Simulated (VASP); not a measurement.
Consider the following.

```
CdTe
1.0
    0.00000     3.28758     3.28758
    3.28758     0.00000     3.28758
    3.28758     3.28758     0.00000
Cd Te
1 1
Direct
  0.00000   0.00000   0.00000
  0.25000   0.25000   0.25000
```

Calculation: PBE GGA, VASP's PBE PAW potentials (set 64) (plane waves; VASP). Run with 480 eV cut-off, 6×6×6 Γ-centred mesh, Gaussian smearing of 0.050 eV, potentials Cd Te.

Unless said otherwise, spin-orbit coupling is left out, though it shifts the bands of the heavy elements here.

**Question.** Predict the energy per atom (σ→0), band gap (on the k-mesh) with the smallest direct gap where there is one.

**Answer.** 
The band gap (on the k-mesh) is 0.64 eV and the smallest direct gap (on the k-mesh) is 0.64 eV. The energy per atom (σ→0) is -2.401 eV/atom.

Only differences to runs with the same potentials and settings are physical.

The compound is CdTe in the zinc blende structure. This cell was strained or had an atom moved on purpose.
